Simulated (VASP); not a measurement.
Method: PBEsol GGA, VASP's PBE PAW potentials (set 64) (plane waves; VASP).

Input for VASP

### INCAR
```
ALGO = Normal
EDIFF = 1E-6
EDIFFG = -0.02
ENCUT = 520
GGA = PS
IBRION = 2
ISIF = 3
ISMEAR = 0
LASPH = T
LCHARG = F
LMAXMIX = 4
LREAL = F
LWAVE = F
NELM = 100
NSW = 60
PREC = Accurate
SIGMA = 0.05
SYSTEM = ZnO
```

### POSCAR
```
ZnO
1
    3.2234841940     0.0000000000     0.0000000000
   -1.6117420970     2.7916196255     0.0000000000
    0.0000000000     0.0000000000     5.2617474443
Zn O
2 2
Direct
  0.3333330000   0.6666670000   0.0000056717
  0.6666670000   0.3333330000   0.5000056717
  0.3333330000   0.6666670000   0.3749943283
  0.6666670000   0.3333330000   0.8749943283
```

**KPOINTS**
```
Regular mesh
0
gamma
  7 7 4
0 0 0
```

POTCAR, in this order: Zn O (PBE.64 set). Program: vasp_std.

Question: Predict the energy per atom (σ→0), volume per atom.

Answer: 
| Quantity | Result |
|---|---|
| energy per atom (σ→0) | -4.853 eV/atom |
| volume per atom | 11.85 Å³/atom |

### OSZICAR
```
...
       N       E                     dE             d eps       ncg     rms          rms(c)
DAV:   1    -0.194117596875E+02   -0.15381E-02   -0.11483E-01  1056   0.346E+00    0.281E-01
DAV:   2    -0.194107555882E+02    0.10041E-02   -0.60221E-03  1408   0.132E+00    0.129E-01
DAV:   3    -0.194105232698E+02    0.23232E-03   -0.21074E-04  1486   0.285E-01    0.683E-02
DAV:   4    -0.194104486641E+02    0.74606E-04   -0.12914E-04  1486   0.151E-01    0.107E-02
DAV:   5    -0.194104490713E+02   -0.40721E-06   -0.20292E-05  1080   0.467E-02    0.494E-03
DAV:   6    -0.194104489318E+02    0.13950E-06   -0.58489E-07   546   0.295E-02
   5 F= -.19410449E+02 E0= -.19410449E+02  d E =-.649810E-03
```

The structure was generated: ZnO was put into the wurtzite type (P6_3mc), which need not be its known phase. This run relaxes it. Symmetry was kept, so distortions that lower it aren't found. The start is the result of an earlier pass.
